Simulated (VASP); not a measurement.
```
CELL_PARAMETERS angstrom
      1.48890    -2.57886     0.00000
      1.48890     2.57886     0.00000
      0.00000     0.00000     3.31334
ATOMIC_POSITIONS crystal
  Mg 0.00000 0.00000 0.00000
  B  0.33333 0.66667 0.50000
  B  0.66667 0.33333 0.50000
```

Computed with PBEsol GGA, VASP's PBE PAW potentials (set 64) (plane waves; VASP). Settings: 620 eV cut-off, 12×12×9 Γ-centred mesh, first-order Methfessel-Paxton smearing of 0.10 eV, potentials Mg B.

**Question.** What does the run give for the energy per atom (σ→0), pressure, band gap (on the k-mesh) with the smallest direct gap where there is one?

**Answer.** 
| Quantity | Result |
|---|---|
| band gap (on the k-mesh) | none (metal, semimetal or under 0.01 eV) |
| energy per atom (σ→0) | -5353 meV/atom |
| pressure | 19.98 GPa |

Only differences to runs with the same potentials and settings are physical.

The compound is MgB2 in the AlB2 type structure. It was relaxed first under an external pressure of 20 GPa.
